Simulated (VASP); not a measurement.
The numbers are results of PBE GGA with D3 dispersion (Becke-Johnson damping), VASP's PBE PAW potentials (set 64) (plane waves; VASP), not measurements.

Input for VASP

File KPOINTS:
```
K-points
0
gamma
9 9 9
```

### POSCAR
```
SrVO3
3.8367460
  0.9999999928   0.0000000000   0.0000000000
  0.0000000000   0.9999999928   0.0000000000
  0.0000000000   0.0000000000   0.9999999928
Sr V O
1 1 3
Cart
  0.0000000000   0.0000000000   0.0000000000
  0.4999999964   0.4999999964   0.4999999964
  0.4999999964   0.0000000000   0.4999999964
  0.0000000000   0.4999999964   0.4999999964
  0.4999999964   0.4999999964   0.0000000000
```

### INCAR
```
# general
SYSTEM   =  SrVO3
PREC     =  Accurate
ENCUT    =  520   # plane-wave cut-off (eV)
LREAL    =  .FALSE.   # projection in real space or not
LASPH    =  .TRUE.   # aspherical one-centre terms

# electronic loop
EDIFF    =  1E-7   # SCF stop (eV)
NELM     =  100
ALGO     =  Normal
LMAXMIX  =  4   # l cut-off of mixed one-centre charges

# smearing
ISMEAR   =  -5

# functional
GGA      =  PE
IVDW     =  12   # D3, Becke-Johnson

# ions
ISIF     =  2   # forces and stress, cell fixed

# output
LWAVE    =  .FALSE.
LCHARG   =  .TRUE.
LORBIT   =  11   # lm-projected
NEDOS    =  601   # DOS grid

# other
LEFG     =  .TRUE.
```

POTCAR, in this order: Sr_sv V_sv O (PBE.64 set). Program: vasp_std.

For a metal the tetrahedron method with Blöchl corrections gives inexact stress and forces.

Q: What does the run give for the energy per atom (σ→0), dispersion energy, band gap (on the k-mesh)?

A: 
* **energy per atom (σ→0)**: -8.119 eV/atom
* **dispersion energy**: -1.334 eV
* **band gap (on the k-mesh)**: none (metal, semimetal or under 0.01 eV)

File OSZICAR:
```
...
DAV:  11    -0.392600903709E+02    0.65522E-02   -0.52051E-02  1856   0.199E+00    0.268E-01
DAV:  12    -0.392598555019E+02    0.23487E-03   -0.30861E-03  2064   0.517E-01    0.866E-02
DAV:  13    -0.392598444993E+02    0.11003E-04   -0.23563E-04  2032   0.118E-01    0.197E-02
DAV:  14    -0.392598459935E+02   -0.14941E-05   -0.58043E-05  2008   0.477E-02    0.128E-02
DAV:  15    -0.392598444482E+02    0.15452E-05   -0.12157E-05  1888   0.328E-02    0.103E-02
DAV:  16    -0.392598446441E+02   -0.19589E-06   -0.18938E-06  1832   0.137E-02    0.303E-03
DAV:  17    -0.392598446848E+02   -0.40636E-07   -0.12485E-07  1112   0.281E-03
   1 F= -.40594225E+02 E0= -.40594225E+02  d E =0.000000E+00
```

The compound is SrVO3 in the cubic perovskite structure. It was relaxed first. The run is not spin-polarised, so no magnetic state was tried. The electron count is odd and the run is not spin-polarised, which forces a metal.
